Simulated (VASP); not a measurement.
Here is the system:

```
MgSe
1.0
    0.00000     2.75493     2.75493
    2.75493     0.00000     2.75493
    2.75493     2.75493     0.00000
Mg Se
1 1
Direct
  0.00000   0.00000   0.00000
  0.50000   0.50000   0.50000
```

All values below come from AM05 GGA, VASP's PBE PAW potentials (set 64) (plane waves; VASP 6.6.1). Run with 520 eV cut-off, 8×8×8 Γ-centred mesh, Gaussian smearing of 0.050 eV, potentials Mg Se.

Problem. Estimate the energy per atom (σ→0), pressure, band gap (on the k-mesh) with the smallest direct gap where there is one.

Solution. 
- band gap (on the k-mesh): 1.75 eV
- smallest direct gap (on the k-mesh): 2.33 eV
- energy per atom (σ→0): -3.831 eV/atom
- pressure: -1.75 GPa

Total energies compare only between runs with the same potentials, cut-off and functional.

The compound is MgSe in the rock salt structure. This cell is one point of a volume scan, at 1.03 of the reference volume.
